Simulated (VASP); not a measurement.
Method: PBE GGA, VASP's PBE PAW potentials (set 64) (plane waves; VASP).

Input for VASP

### KPOINTS
```
Automatic mesh
0
Gamma
9 9 3
0 0 0
```

### INCAR
```
ALGO  =  Normal
EDIFF  =  1E-6
EDIFFG  =  -0.02
ENCUT  =  580
GGA  =  PE
IBRION  =  2
ISIF  =  3
ISMEAR  =  0
LASPH  =  .TRUE.
LCHARG  =  .FALSE.
LREAL  =  .FALSE.
LWAVE  =  .FALSE.
NELM  =  100
NSW  =  60
PREC  =  Accurate
SIGMA  =  0.05
SYSTEM  =  BN
```

**POSCAR**
```
BN
1.0
  2.5121614511   0.0000000000   0.0000000000
 -1.2560807255   2.1755960275   0.0000000000
  0.0000000000   0.0000000000   7.6028929929
B N
2 2
Direct
  0.6666670000   0.3333330000   0.7500000000
  0.3333330000   0.6666670000   0.2500000000
  0.3333330000   0.6666670000   0.7500000000
  0.6666670000   0.3333330000   0.2500000000
```

POTCAR, in this order: B N (PBE.64 set). Program: vasp_std.

Without a dispersion term in the relaxation, distances and binding between the weakly bound layers, chains or molecules are unreliable, and so is what depends on them.

Q: Predict the energy per atom (σ→0).

A: 
```yaml
energy per atom (σ→0): -8.801 eV/atom
```

**OSZICAR**
```
...
DAV:   7    -0.353007039526E+02    0.30009E+00   -0.50930E-01   712   0.645E+00    0.312E+00
DAV:   8    -0.352078808175E+02    0.92823E-01   -0.35345E-01   704   0.450E+00    0.471E-01
DAV:   9    -0.352042033414E+02    0.36775E-02   -0.16280E-02   712   0.116E+00    0.189E-01
DAV:  10    -0.352057138859E+02   -0.15105E-02   -0.16338E-03   696   0.358E-01    0.439E-02
DAV:  11    -0.352059028652E+02   -0.18898E-03   -0.23479E-04   720   0.148E-01    0.277E-02
DAV:  12    -0.352059028005E+02    0.64741E-07   -0.54891E-05   672   0.657E-02    0.508E-03
DAV:  13    -0.352059031387E+02   -0.33819E-06   -0.26623E-06   680   0.146E-02
   1 F= -.35205903E+02 E0= -.35205903E+02  d E =-.352059E+02
```

The compound is BN in the hex structure. It was relaxed first, which changed the volume by +15 %. The start is the result of an earlier pass.
